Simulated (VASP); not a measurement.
A convergence study with VASP on BeSe (zinc blende): one setting is varied, all else stays as given below, so the limit is that of these other settings.

```yaml
crystal:
  lattice:
    - [0.00000, 2.57000, 2.57000]
    - [2.57000, 0.00000, 2.57000]
    - [2.57000, 2.57000, 0.00000]
  atoms:
    - { symbol: Be, position: [0.00000, 0.00000, 0.00000] }
    - { symbol: Se, position: [0.25000, 0.25000, 0.25000] }
```

The numbers are results of PBE GGA, VASP's PBE PAW potentials (set 64) (plane waves; VASP 6.6.1), not measurements. The tightest run used: 550 eV cut-off, 14×14×14 Monkhorst-Pack mesh, Gaussian smearing of 0.050 eV, potentials Be Se.

```csv
setting,E (eV/atom),pressure (GPa),irreducible k-points
1×1×1 mesh,3.2494,75.59,1
2×2×2 mesh,-4.3963,2.37,2
3×3×3 mesh,-4.2822,3.89,4
4×4×4 mesh,-4.4272,1.92,10
5×5×5 mesh,-4.4193,2.07,10
```

Question: These are the cheaper rows. Estimate the results at 14×14×14 mesh, and how far the last row shown lies from them.

Answer: 
```tsv
quantity	tightest run	last row shown is off by
E (eV/atom)	-4.4273	0.0081
pressure (GPa)	1.92	0.14
```

Left out are rungs that failed or repeat a setting and relaxations that didn't move; long series are thinned to 24 rows.

The compound is BeSe in the zinc blende structure. The cell was not relaxed at this level.
